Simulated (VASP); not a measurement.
# Al3Si2F in VASP: a series of runs, part 2 of 2

VASP 6.6.1.

**3. Single point, PBE**

This run uses another cell than the first one, of 18.07 Å³/atom, 1.129 times its volume.

INCAR reads:

```
ALGO = Fast
EDIFF = 1E-5
ENCUT = 520
GGA = PE
ISIF = 2
ISMEAR = 0
LASPH = True
LCHARG = False
LREAL = Auto
LWAVE = False
NELM = 80
PREC = Normal
SIGMA = 0.15
```

KPOINTS reads:

```
k-points
0
Gamma
  6 6 6
```

POSCAR reads:

```
Al3Si2F
1.0
   -2.1197900000      2.1197900000      6.0308600000
    2.1197900000     -2.1197900000      6.0308600000
    4.2395800000      4.2395800000    -12.0617200000
Al Si F
6 4 2
Direct
    0.7500000000      0.2500000000      0.2500000000
    0.7500000000      0.2500000000      0.7500000000
    0.4757890000      0.9757890000      0.2500000000
    0.4757890000      0.9757890000      0.7500000000
    0.0242110000      0.5242110000      0.2500000000
    0.0242110000      0.5242110000      0.7500000000
    0.6363140000      0.6363140000      0.0000000000
    0.6363140000      0.6363140000      0.5000000000
    0.3636860000      0.3636860000      0.0000000000
    0.3636860000      0.3636860000      0.5000000000
    0.0000000000      0.0000000000      0.0000000000
    0.0000000000      0.0000000000      0.5000000000
```

Potentials or basis: VASP PAW PBE potentials, release 64 (Al, Si, F).

The run is started by

```
cat potpaw_PBE.64/Al/POTCAR potpaw_PBE.64/Si/POTCAR potpaw_PBE.64/F/POTCAR > POTCAR
mpirun -np 1 vasp_std > vasp.out
```

OUTCAR:

```text
EDIFF = 1E-5
   ENCUT = 520
   GGA = PE
   ISIF = 2
   ISMEAR = 0
   LASPH = True
   LREAL = Auto
   NELM = 80
   PREC = Normal

 ion  position               nearest neighbor table
   1  0.750  0.250  0.250-  10 2.52   7 2.52   9 2.52   8 2.52   5 3.31   3 3.31
   2  0.750  0.250  0.750-   9 2.52   8 2.52  10 2.52   7 2.52   6 3.31   4 3.31
   3  0.476  0.976  0.250-  12 2.14  11 2.14  10 2.51   9 2.51   7 2.87   8 2.87   5 3.05   5 3.05
                             6 3.05   6 3.05   1 3.31
   4  0.476  0.976  0.750-  11 2.14  12 2.14   9 2.51  10 2.51   8 2.87   7 2.87   6 3.05   6 3.05
                             5 3.05   5 3.05   2 3.31
   5  0.024  0.524  0.250-  12 2.14  11 2.14   7 2.51   8 2.51  10 2.87   9 2.87   4 3.05   3 3.05
                             3 3.05   4 3.05   1 3.31
   6  0.024  0.524  0.750-  11 2.14  12 2.14   8 2.51   7 2.51   9 2.87  10 2.87   3 3.05   4 3.05
                             4 3.05   3 3.05   2 3.31
   7  0.636  0.636  0.000-   5 2.51   6 2.51   1 2.52   2 2.52   4 2.87   3 2.87
   8  0.636  0.636  0.500-   6 2.51   5 2.51   2 2.52   1 2.52   3 2.87   4 2.87
   9  0.364  0.364  0.000-   4 2.51   3 2.51   2 2.52   1 2.52   6 2.87   5 2.87
  10  0.364  0.364  0.500-   3 2.51   4 2.51   1 2.52   2 2.52   5 2.87   6 2.87
  11  0.000  0.000  0.000-   5 2.14   3 2.14   6 2.14   4 2.14
  12  0.000  0.000  0.500-   6 2.14   4 2.14   5 2.14   3 2.14

  LATTYP: Found a base centered orthorhombic cell.
 ALAT       =     5.9956715348
 B/A-ratio  =     2.0117379563
 C/A-ratio  =     1.0000000000

  Lattice vectors:

 A1 = (   2.1197900000,  -2.1197900000,  -6.0308600000)
 A2 = (   2.1197900000,  -2.1197900000,   6.0308600000)
 A3 = (  -4.2395800000,  -4.2395800000,  -0.0000000000)

Analysis of symmetry for initial positions (statically):
=====================================================================
 Subroutine PRICEL returns following result:

  LATTYP: Found a body centered tetragonal cell.
 ALAT       =     4.2395800000
 C/A-ratio  =     2.8450271017

  Lattice vectors:

 A1 = (  -2.1197900000,   2.1197900000,   6.0308600000)
 A2 = (   2.1197900000,  -2.1197900000,   6.0308600000)
 A3 = (   2.1197900000,   2.1197900000,  -6.0308600000)

   2 primitive cells build up your supercell.

 Routine SETGRP: Setting up the symmetry group for a
 base centered orthorhombic supercell.

 Subroutine GETGRP returns: Found  4 space group operations
 (whereof  4 operations were pure point group operations)
 out of a pool of  8 trial point group operations.

The static configuration has the point symmetry D_2 .

Analysis of symmetry for dynamics (positions and initial velocities):
=====================================================================
 Subroutine PRICEL returns following result:

  LATTYP: Found a body centered tetragonal cell.
 ALAT       =     4.2395800000
 C/A-ratio  =     2.8450271017

  Lattice vectors:

 A1 = (  -2.1197900000,   2.1197900000,   6.0308600000)
 A2 = (   2.1197900000,  -2.1197900000,   6.0308600000)
 A3 = (   2.1197900000,   2.1197900000,  -6.0308600000)

   2 primitive cells build up your supercell.

 Routine SETGRP: Setting up the symmetry group for a
 base centered orthorhombic supercell.
[... 74 lines left out ...]
  0.166667  0.166667 -0.000000      4.000000
  0.333333  0.166667 -0.000000      4.000000
[... 16 lines left out ...]
 -0.333333  0.166667  0.166667      4.000000
 -0.166667  0.166667  0.166667      4.000000
 [... further k-points ...]
   k-points           NKPTS =     52   k-points in BZ     NKDIM =     52   number of bands    NBANDS=     31
   number of dos      NEDOS =    301   number of ions     NIONS =     12
   total plane-waves  NPLWV = 128000
   dimension x,y,z NGX =    40 NGY =   40 NGZ =   80
   dimension x,y,z NGXF=    80 NGYF=   80 NGZF=  160
   ions per type =               6   4   2
   NGX,Y,Z   is equivalent  to a cutoff of   9.87,  9.87,  9.87 a.u.
   NGXF,Y,Z  is equivalent  to a cutoff of  19.75, 19.75, 19.75 a.u.
 SYSTEM =  unknown system
   PREC   = normal    normal or accurate (medium, high low for compatibility)
   ISTART =      0    job   : 0-new  1-cont  2-samecut
   ICHARG =      2    charge: 1-file 2-atom 10-const
   ISPIN  =      1    spin polarized calculation?
   LNONCOLLINEAR =      F non collinear calculations
   LSORBIT =      F    spin-orbit coupling
   LASPH  =      T    aspherical Exc in radial PAW
   ENCUT  =  520.0 eV  38.22 Ry    6.18 a.u.  12.52 12.52 25.04*2*pi/ulx,y,z
   NELM   =     80;   NELMIN=  2; NELMDL= -5     # of ELM steps
   EDIFF  = 0.1E-04   stopping-criterion for ELM
   LREAL  =      T    real-space projection
   EDIFFG = 0.1E-03   stopping-criterion for IOM
   NSW    =      0    number of steps for IOM
   IBRION =     -1    ionic relax: 0-MD 1-quasi-New 2-CG
   NFREE  =      0    steps in history (QN), initial steepest desc. (CG)
   ISIF   =      2    stress and relaxation
   ISYM   =      2    0-nonsym 1-usesym 2-fastsym
   POTIM  = 0.5000    time-step for ionic-motion
   TEBEG  =    0.0;   TEEND  =   0.0 temperature during run
   PSTRESS=    0.0 pullay stress
   NELECT =      48.0000    total number of electrons
   NUPDOWN=      -1.0000    fix difference up-down
   EMIN   =  10.00;   EMAX   =-10.00  energy-range for DOS
   EFERMI =   0.00;   METHOD = LEGACY
   ISMEAR =     0;   SIGMA  =   0.15  broadening in eV -4-tet -1-fermi 0-gaus
   EFERMI_NEDOS =   21; number of points for ismear=-14 and -15
   IALGO  =     68    algorithm
   IMIX   =      4    mixing-type and parameters
     AMIX     =   0.40;   BMIX     =  1.00
     AMIX_MAG =   1.60;   BMIX_MAG =  1.00
  volume/ion in A,a.u.               =      18.07       121.92
  Fermi-wavevector in a.u.,A,eV,Ry     =   0.990384  1.871554 13.345416  0.980860
  Thomas-Fermi vector in A             =   2.122050
   LORBIT       =      0    0 simple, 1 ext, 2 COOP (PROOUT), +10 PAW based schemes
   GGA     = PE    functional components
   LHFCALC =     F    Hartree Fock is set to
   AEXX    =    0.0000 exact exchange contribution
   IVDW    =     0    specifies the selected vdW correction
   LEPSILON=     F    determine dielectric tensor
   LRPA    =     F    only Hartree local field effects (RPA)
 non-spin polarized calculation
 RMM-DIIS sequential band-by-band and
 Gauss-broadening in eV      SIGMA  =   0.15
  energy-cutoff  :      520.00
  volume of cell :      216.80
 maximum number of plane-waves:      5886
   NGX = 25   NGY = 25   NGZ = 51

 number of electron      48.0000011 magnetization

 Free energy of the ion-electron system (eV)
  ---------------------------------------------------
  ext. energy  EPLUGINS =         0.00000000
  ---------------------------------------------------
  free energy    TOTEN  =       -52.38382327 eV

  energy without entropy =      -52.35462089  energy(sigma->0) =      -52.36922208

 E-fermi :   5.9511     XC(G=0):  -9.4379

 val. band max:        5.9509277603   @ k =  -0.1667   0.1667   0.3333
 cond. band min:       6.0261791474   @ k =   0.3333   0.1667   0.3333
 fundamental gap:      0.0752513871
 Fermi energy:         5.9511237940

 k-point     1 :       0.0000    0.0000    0.0000
  band No.  band energies     occupation
      1     -20.5194      2.00000
      2     -20.4809      2.00000
      3      -4.5916      2.00000
      4      -3.6972      2.00000
      5      -3.6659      2.00000
      6      -2.9889      2.00000
[... 805 lines left out ...]
     30       8.4621      0.00000
     31       9.2690      0.00000

 [... further k-points ...]
[... 5 lines left out ...]
  --------------------------------------------------------------------------------------
  -------------------------------------------------------------------------------------
  Total       -0.0918857     -0.0918857     -0.0666062      0.0065794      0.0000000      0.0000000
  in kB       -0.6790528     -0.6790528     -0.4922329      0.0486231      0.0000000      0.0000000
  external PRESSURE =      -0.6167795 kB  Pullay stress =       0.0000000 kB

 VOLUME and BASIS-vectors are now :
 -----------------------------------------------------------------------------
  energy-cutoff  :      520.00
  volume of cell :      216.80
      direct lattice vectors                 reciprocal lattice vectors
    -2.119790000  2.119790000  6.030860000     0.000000000  0.235872421  0.082906915
     2.119790000 -2.119790000  6.030860000     0.235872421  0.000000000  0.082906915
     4.239580000  4.239580000-12.061720000     0.117936211  0.117936211  0.000000000

 POSITION                                       TOTAL-FORCE (eV/Angst)
 -----------------------------------------------------------------------------------
      0.00000      2.11979      3.01543        -0.000000     -0.000000      0.000000
      2.11979      4.23958     -3.01543        -0.000000     -0.000000      0.000000
      2.11979      0.00000      5.73883        -0.000000     -0.000000     -0.000123
      4.23958      2.11979     -0.29203        -0.000000     -0.000000     -0.000123
      2.11979      0.00000      0.29203        -0.000000     -0.000000      0.000123
      4.23958      2.11979     -5.73883        -0.000000     -0.000000      0.000123
      0.00000      0.00000      7.67504         0.000000      0.000000      0.011466
      2.11979      2.11979      1.64418         0.000000      0.000000      0.011466
      0.00000      0.00000      4.38668        -0.000000     -0.000000     -0.011466
      2.11979      2.11979     -1.64418        -0.000000     -0.000000     -0.011466
      0.00000      0.00000      0.00000        -0.000000     -0.000000      0.000000
      2.11979      2.11979     -6.03086        -0.000000     -0.000000      0.000000
 -----------------------------------------------------------------------------------
    total drift:                               -0.000002      0.000002     -0.000000

  FREE ENERGIE OF THE ION-ELECTRON SYSTEM (eV)
  ---------------------------------------------------
  free  energy   TOTEN  =       -52.3838232679 eV

  energy  without entropy=      -52.3546208909  energy(sigma->0) =      -52.36922208
```

Wall time 6.7 min (1 thread of Intel Xeon Platinum 8488C (Sapphire Rapids), shared host); peak memory 0.46 GiB.

What came out:

- Free energy: -52.3838 eV
- Pressure: -0.1 GPa
- Largest force: 0.011 eV/Å
- Band gap on the k mesh: none (metal or under the smearing width)

Forces in eV/Å, atoms in the order of the input:
```
Al   0.000  0.000  0.000
Al   0.000  0.000  0.000
Al   0.000  0.000  0.000
Al   0.000  0.000  0.000
Al   0.000  0.000  0.000
Al   0.000  0.000  0.000
Si   0.000  0.000  0.011
Si   0.000  0.000  0.011
Si   0.000  0.000 -0.011
Si   0.000  0.000 -0.011
F    0.000  0.000  0.000
F    0.000  0.000  0.000
```
